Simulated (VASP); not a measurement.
Consider the following.

```xyz
2
Lattice="0.0000 2.3227 2.3227 2.3227 0.0000 2.3227 2.3227 2.3227 0.0000" Properties=species:S:1:pos:R:3 pbc="T T T"
Ga     0.0000     0.0000     0.0000
N      1.1614     1.1614     1.1614
```

All values below come from vdW-DF2, VASP's PBE PAW potentials (set 64) (plane waves; VASP). Settings: 520 eV cut-off, 10×10×10 Γ-centred mesh, Gaussian smearing of 0.050 eV, potentials Ga_d N.

Question: Give the energy at these volumes per atom, relative to the lowest: 11.78, 12.16, 12.53, 12.91, 13.29 Å³.

Answer: 23.0, 5.4, 0.0, 5.0, 18.6 meV/atom. A third-order Birch-Murnaghan fit gives B0 = 146 GPa and B0′ = 4.7.

Measured: a 4.500 Å at 300 K (computed value off by +3.2 %), as given by I. Vurgaftman et al., Journal of Applied Physics (2001), doi:10.1063/1.1368156. The calculation is for a static lattice, while the measured a holds thermal and zero-point effects, which are part of the difference.

The compound is GaN in the zinc blende structure, a metastable form; wurtzite is the usual one. It was relaxed first, which changed the volume by +9 %.
